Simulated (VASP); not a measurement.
Crystal: MnSiSe3.

```xyz
5
Lattice="4.8341 0.0000 0.0000 0.0000 4.8341 0.0000 0.0000 0.0000 4.8341" Properties=species:S:1:pos:R:3 pbc="T T T"
Mn    0.0000    0.0000    0.0000
Si    2.4171    2.4171    2.4171
Se    0.0000    2.4171    2.4171
Se    2.4171    0.0000    2.4171
Se    2.4171    2.4171    0.0000
```

The cell was built by a generator and needn't be a form met in nature.

Base run:

* Program: VASP 6.6.1
* Functional: RPBE
* Potentials or basis: VASP PAW PBE potentials, release 64 (Mn_pv, Si, Se)
* Cutoff: 520 eV
* k mesh: 5 × 5 × 5
* Occupations: fermi-dirac, width 0.05 eV
* Spin: collinear spin, ferromagnetic start
* Starting moments: [4.0, 0.0, 0.0, 0.0, 0.0] μB

Its results: pressure 1.7 GPa; net moment 5.28 μB per cell; site moments Mn +4.52; Si +0.06; Se +0.06 μB.

Problem. The run is repeated on the same cell with these changes: functional from RPBE to TPSS. What comes out?

Solution. Pressure -1.0 GPa; net moment 5.26 μB per cell; site moments Mn +4.56; Si +0.06; Se +0.05 μB.

Caveats: the PAW data sets were made with another functional, which shifts forces and pressure a little; a cell with one magnetic atom can't hold antiferromagnetic order, which such compounds often take.
